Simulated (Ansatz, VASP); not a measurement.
# Ga2SO in two plane-wave programs, part 2 of 2

Wanted: the spread between two codes on one cell, functional and k mesh. The cell is invented: As first built, before any earlier steps moved the atoms (in the runner's words): O for half of the S in the GaS structure of space group R-3m. It may not be a known or stable phase. The cell is taken from a series of runs on this material, whose earlier steps may have relaxed, scaled, displaced or heated it; both programs get it as it stands.

VASP 6.6.1 and Ansatz 0.2.0.

So far. Step 2 (VASP: single point, PBEsol, pair 1): The run ends at a pressure of 0.04 GPa, with forces up to 0.031 eV/Å.

### Step 4. Side by side

Known differences besides the potentials themselves: fixed occupations in Ansatz, narrow Gaussian smearing in VASP; the cutoff is 420 eV in Ansatz and 520 eV in VASP; Ansatz makes its cores anew for this functional, VASP keeps those of its PBE data sets. Total energies have different zeros and are not compared.

Both answers:

```tsv
quantity	Ansatz	VASP	difference
gap on the k mesh (eV)	0.822	0.827	-0.004
```

A gap on the mesh is an upper bound, since the band edges may lie between its points.

### Step 5. Ansatz: single point, PBEsol, pair 2

A single point gives forces, pressure and levels at one fixed geometry, so differences don't come from the geometry; what else differs is listed under the comparison.

The cell is taken from a series of runs on this material, whose earlier steps may have relaxed, scaled, displaced or heated it; both programs get it as it stands.

File input.yaml:

```yaml
crystal:
  lattice:
    - [1.6699668723, 0.9641558233, 6.928708412]
    - [-1.6699668723, 0.9641558233, 6.928708412]
    - [0.0, -1.9283116465, 6.928708412]
  atoms:
    - { symbol: Ga, position: [0.9492988013, 0.9492988013, 0.9492988013] }
    - { symbol: Ga, position: [0.0675433327, 0.0675433327, 0.0675433327] }
    - { symbol: S, position: [0.2246857604, 0.2246857604, 0.2246857604] }
    - { symbol: O, position: [0.7584721056, 0.7584721056, 0.7584721056] }
kpoints:
  mp_grid: { grid: [8, 8, 8] }
  band_path: { path: [VBM, CBM], npoints: 30 }
scf:
  occupations: { method: fixed }
hamiltonian:
  xc: pbesol
output:
  eigenvalues: true
  write_potential: true
  write_density: true
  volumetric_format: npy
```

Command:

```sh
> ansatz run input.yaml --threads 2 --pin off --max-ram 4096MiB --backend cpu --events-out ev --progress --plain --runs-dir out
```

Numbers of over 12 decimals in the logs are rounded to 6 here.

Output:

```text
basis.fft_grid_basis auto: the FFT boxes are laid along the combinations [[1, -1, 0], [0, 1, 0], [0, -1, 1]] of the cell's own vectors, 3.340, 7.192 and 3.340 Å long. The dense box has 24×50×24 points. Along the cell's own vectors, as sized, it would have 50×50×50, 4.34 times as many. Of the 6 symmetry operations that the crystal satisfies within crystal.symmetry.tolerance (time reversal apart; of a slab, those that  [...]
[...]
Fermi energy:    6.880499 eV
[...]
--- Band table (eV; the first three rows and the last of 65) ---
  k-point 0: bands = [... 15 lower, 3.9816, 5.1229, 6.8174, 6.8174, 9.1939, 11.8265, 13.5928, 13.5928]
  k-point 1: bands = [... 15 lower, 4.1849, 5.3791, 5.9054, 6.5238, 9.5666, 12.2495, 12.7493, 13.8780]
  k-point 2: bands = [... 15 lower, 3.4741, 4.6197, 5.9288, 6.2821, 9.9772, 11.1350, 12.3642, 13.5448]
  k-point 64: bands = [... 15 lower, 3.9798, 6.5894, 6.8173, 6.8173, 7.7030, 11.8214, 13.7128, 13.7128]
[key lines of the parts left out:]
SCF converged after 8 iterations
Free energy (F): -8933.391296 eV
```

### Step 6. VASP: single point, PBEsol, pair 2

The same cell, functional and mesh now go to VASP, with its own data sets.

File INCAR:

```
SYSTEM = Ga2SO
PREC = Accurate
ENCUT = 520
EDIFF = 1E-06
NELM = 120
ISMEAR = 0
SIGMA = 0.01
LREAL = .FALSE.
ALGO = Normal
GGA = PS
NBANDS = 25
LORBIT = 11
LWAVE = .FALSE.
LCHARG = .FALSE.
ISIF = 2
LASPH = .TRUE.
GGA_COMPAT = .FALSE.
EFERMI = MIDGAP
```

File POSCAR:

```
Ga2SO
1.0
    1.6699668723      0.9641558233      6.9287084120
   -1.6699668723      0.9641558233      6.9287084120
    0.0000000000     -1.9283116465      6.9287084120
Ga S O
2 1 1
Direct
    0.9492988013      0.9492988013      0.9492988013
    0.0675433327      0.0675433327      0.0675433327
    0.2246857604      0.2246857604      0.2246857604
    0.7584721056      0.7584721056      0.7584721056
```

File KPOINTS:

```
Automatic mesh
0
Gamma
8 8 8
0 0 0
```

The projector-augmented-wave data sets are Ga_d, S and O (PBE family, release 64).

Command:

```sh
> mpirun -np 1 vasp_std
```

Output:

```text
[banner, memory and clock lines left out]
running    1 mpi-ranks, on    1 nodes
[...]
[... a notice as in an earlier step ...]

 LDA part: xc-table for (Slater+PW92), standard interpolation
 POSCAR, INCAR and KPOINTS ok, starting setup
[...]
entering main loop
       N       E                     dE             d eps       ncg     rms          rms(c)
DAV:   1     0.307114790146E+03    0.30711E+03   -0.19038E+04  3307   0.248E+03
DAV:   2     0.192703664436E+02   -0.28784E+03   -0.27818E+03  3594   0.500E+02
DAV:   3    -0.203734429592E+02   -0.39644E+02   -0.39154E+02  3968   0.150E+02
DAV:   4    -0.218770726909E+02   -0.15036E+01   -0.14997E+01  4535   0.313E+01
[...]
DAV:  12    -0.200931638014E+02   -0.30999E-04   -0.17740E-04  4200   0.304E-01    0.276E-02
DAV:  13    -0.200931674101E+02   -0.36086E-05   -0.51532E-05  4334   0.648E-02    0.357E-02
DAV:  14    -0.200931674965E+02   -0.86409E-07   -0.82734E-06  3600   0.389E-02
   1 F= -.20093167E+02 E0= -.20093167E+02  d E =0.000000E+00
```

Parts of OUTCAR (step 6):

```text
  Total        0.0404270      0.0404270     -0.0274364      0.0000000     -0.0000000      0.0000000
  in kB        0.9676605      0.9676605     -0.6567180      0.0000000     -0.0000000      0.0000000
  external PRESSURE =       0.4262010 kB  Pullay stress =       0.0000000 kB

 POSITION                                       TOTAL-FORCE (eV/Angst)
 -----------------------------------------------------------------------------------
      0.00000      0.00000     19.73224         0.000000     -0.000000     -0.014577
      0.00000      0.00000      1.40396         0.000000     -0.000000     -0.030948
      0.00000      0.00000      4.67035         0.000000      0.000000      0.021334
      0.00000      0.00000     15.76570         0.000000      0.000000      0.024190
 -----------------------------------------------------------------------------------
    total drift:                               -0.000000     -0.000000      0.000082

  FREE ENERGIE OF THE ION-ELECTRON SYSTEM (eV)
  ---------------------------------------------------
  free  energy   TOTEN  =       -20.0931674965 eV

  energy  without entropy=      -20.0931674965  energy(sigma->0) =      -20.09316750

[... 1 part as in an earlier step ...]

[... 2 further parts left out ...]
[key lines of the parts left out:]
E-fermi :   4.2388
```

The run ends at a pressure of 0.04 GPa, with forces up to 0.031 eV/Å.

### Step 7. Differences

The two programs side by side:

```tsv
quantity	Ansatz	VASP	difference
gap on the k mesh (eV)	0.822	0.827	-0.004
```

A gap on the mesh is an upper bound, since the band edges may lie between its points.

### Step 8. Outcome

```json
{"difference in gap on the k mesh (single point, PBEsol, pair 1)": "-0.0040 eV", "difference in gap on the k mesh (single point, PBEsol, pair 2)": "-0.0040 eV"}
```

What this shows: The difference in gap on the k mesh is -0.0040 eV (single point, PBEsol, pair 1), within the 0.08 eV picked in this series as the mark of a large difference. How closely two codes agree says nothing of how well the functional describes the real material.

[Lines on the potential files, build, host, timing and source positions are cut from VASP's logs without a mark.]

[Logs are printed without paths, hosts, clocks, repeated set-up lines and the standing remarks that a program may print on its own settings, such as how far it seeks lower states.]

[Hosts, paths, dates, database ids (printed as entryN), source tags and the programs' standing remarks are cut or masked in the printed files.]
